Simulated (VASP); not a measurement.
Given:

```
CELL_PARAMETERS angstrom
      1.86856    -3.23644     0.00000
      1.86856     3.23644     0.00000
      0.00000     0.00000     6.04477
ATOMIC_POSITIONS crystal
  Hf 0.00000 0.00000 0.00000
  S  0.33333 0.66667 0.23914
  S  0.66667 0.33333 0.76086
```

All values below come from vdW-DF2, VASP's PBE PAW potentials (set 64) (plane waves; VASP 6.6.1). Run with 520 eV cut-off, Gaussian smearing of 0.050 eV, potentials Hf_pv S.

Unless said otherwise, spin-orbit coupling is left out, though it shifts the bands of the heavy elements here.

Q: Estimate the band gap (along the path) with the smallest direct gap where there is one.

A: 
| Property | Result |
|---|---|
| band gap (along the path) | 1.27 eV |
| smallest direct gap (along the path) | 1.93 eV |

Total energies compare only between runs with the same potentials, cut-off and functional.

The compound is HfS2 in the 1T layered structure. It was relaxed first, which changed the volume by +10 %.
